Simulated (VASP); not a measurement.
Given:

```
Sr
1.0
    0.00000     2.95473     2.95473
    2.95473     0.00000     2.95473
    2.95473     2.95473     0.00000
Sr
1
Direct
  0.00000   0.00000   0.00000
```

The numbers are results of PBEsol GGA, VASP's PBE PAW potentials (set 64) (plane waves; VASP), not measurements. Run with 400 eV cut-off, Gaussian smearing of 0.050 eV, potentials Sr_sv.

Q: Give the energies of bands 5 to 8 at the high-symmetry points, in eV from the Fermi level.

A: 
| band | Γ | X | U | L | W |
|---|---|---|---|---|---|
| 5 | -3.79 | -0.75 | -0.17 | -1.20 | 0.00 |
| 6 | 2.37 | 0.25 | 0.19 | 0.13 | 0.63 |
| 7 | 2.37 | 1.17 | 0.89 | 2.20 | 0.63 |
| 8 | 2.37 | 5.09 | 3.54 | 2.20 | 2.35 |

It has no gap at this level: it comes out as a metal or semimetal.

The compound is Sr in the fcc structure. It was relaxed first, which changed the volume by -8 %.
